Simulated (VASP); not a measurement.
An input for Ansatz (written as the equivalent of a VASP run, and not itself run):

Ansatz 0.2 input:
```yaml
crystal:
  lattice:
    - [5.0915880, 2.5457940, 2.5457940]
    - [2.5457940, 5.0915880, 2.5457940]
    - [2.5457940, 2.5457940, 5.0915880]
  atoms:
    - { symbol: Mn, position: [0.0000000, 0.0000000, 0.0000000], spin: 5 }
    - { symbol: Mn, position: [0.5000000, 0.5000000, 0.5000000], spin: -5 }
    - { symbol: S, position: [0.2500000, 0.2500000, 0.2500000] }
    - { symbol: S, position: [0.7500000, 0.7500000, 0.7500000] }
kpoints:
  mp_grid: { grid: [3, 3, 3] }
hamiltonian:
  xc: pbe
  pseudopotentials: { kind: paw }
magnetization: { spin_polarized: true }
scf:
  occupations: { method: fermi_dirac, width: 0.02 }
  max_iter: 100
output: { forces: true, stress: true, eigenvalues: true }
```

Task: Translate this input to VASP (INCAR, KPOINTS, POSCAR, choice of POTCAR).

Result: This is not unique; one that fits is 
### KPOINTS
```
Automatic mesh
0
Gamma
3 3 3
0 0 0
```

**POSCAR**
```
MnS
6.2358960
  0.8164966189   0.4082483095   0.4082483095
  0.4082483095   0.8164966189   0.4082483095
  0.4082483095   0.4082483095   0.8164966189
Mn S
2 2
Direct
  0.0000000000   0.0000000000   0.0000000000
  0.5000000000   0.5000000000   0.5000000000
  0.2500000000   0.2500000000   0.2500000000
  0.7500000000   0.7500000000   0.7500000000
```

### INCAR
```
SYSTEM = MnS
PREC = Accurate
ENCUT = 300
EDIFF = 1E-6
NELM = 100
ALGO = Normal
LREAL = .FALSE.
LASPH = .TRUE.
ISMEAR = -1
SIGMA = 0.02
GGA = PE
LMAXMIX = 4
LWAVE = .FALSE.
LCHARG = .FALSE.
ISIF = 2
ISPIN = 2
MAGMOM = 5.0 -5.0 0.0 0.0
LORBIT = 11
```

POTCAR, in this order: Mn_pv S (PBE.64 set). Program: vasp_std.

The two are equivalent in intent, not identical: each code has its own PAW files, so the cut-off isn't converted (ENCUT is set for VASP's; basis.ecutwfc is left out, and Ansatz then takes the one that its files recommend); Ansatz stops its SCF on the density residual and VASP on the energy change (EDIFF).

The structure is a typed MnS crystal. The cell was not relaxed at this level. The k-mesh is coarse (spacing up to 0.68 per Å, 2π included), so the numbers may not be converged in it. The run is one of a series of settings (KPOINTS 3×3×3 Γ-centred mesh against the base run), some of them coarse on purpose.
